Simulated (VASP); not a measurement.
Crystal: HfO2.

```
Hf O
1.0
     0.00000    2.55750    2.55750
     2.55750    0.00000    2.55750
     2.55750    2.55750    0.00000
Hf O
1 2
Cartesian
  0.0000 0.0000 0.0000
  3.8363 3.8363 3.8363
  1.2788 1.2788 1.2788
```

Measurements of this composition are mostly on another form, of space group No. 14.

Base run:

- Program: VASP 6.6.1
- Functional: r2SCAN
- Potentials or basis: VASP PAW PBE potentials, release 64 (Hf_pv, O)
- Cutoff: 520 eV
- k mesh: 8 × 8 × 8
- Occupations: gaussian, width 0.02 eV
- Spin: no spin polarisation

Its results: band gap on the k mesh 4.21 eV, direct.

Problem. The run is repeated on the same cell with these changes: functional from r2SCAN to LDA; potentials or basis from VASP PAW PBE potentials, release 64 (Hf_pv, O) to VASP PAW LDA potentials, release 64 (Hf_pv, O). What comes out?

Solution. Band gap on the k mesh 3.52 eV, direct.

Caveats: spin-orbit coupling is left out, which moves the levels of the heavy elements.

Not every run made on this cell is shown here.
